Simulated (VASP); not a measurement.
Here is the system:

```
CELL_PARAMETERS angstrom
      3.89490    -2.16613    -0.02745
      3.89490     2.16613    -0.02745
      2.71531     0.00000     3.53415
ATOMIC_POSITIONS crystal
  Sb 0.23554 0.23554 0.23554
  Sb 0.76446 0.76446 0.76446
```

Calculation: PBEsol GGA, VASP's PBE PAW potentials (set 64) (plane waves; VASP). Numerical set-up: 400 eV cut-off, Gaussian smearing of 0.050 eV, potentials Sb.

Unless said otherwise, spin-orbit coupling is left out, though it shifts the bands of the heavy elements here.

**Question.** Give the energies of bands 2 to 8 at the high-symmetry points, in eV from the valence-band maximum.

**Answer.** 
| band | Γ | T | H2 | L | S0 | F |
|---|---|---|---|---|---|---|
| 2 | -4.46 | -8.81 | -8.79 | -9.41 | -8.82 | -7.62 |
| 3 | -1.65 | -0.99 | -4.74 | -1.50 | -5.05 | -5.26 |
| 4 | -1.53 | -0.99 | -4.61 | -1.31 | -2.87 | -3.46 |
| 5 | -1.53 | -0.24 | -0.30 | -0.01 | -2.60 | -3.43 |
| 6 | 2.57 | 0.25 | 0.89 | 0.08 | 3.12 | 1.84 |
| 7 | 3.08 | 0.25 | 4.90 | 0.50 | 3.61 | 5.32 |
| 8 | 3.08 | 1.22 | 4.95 | 0.61 | 4.31 | 5.74 |

The gap is indirect, 0.08 eV, from the valence maximum at T-H2 at 0.09 to the conduction minimum at L.

The compound is Sb in the a7 structure. It was relaxed first.
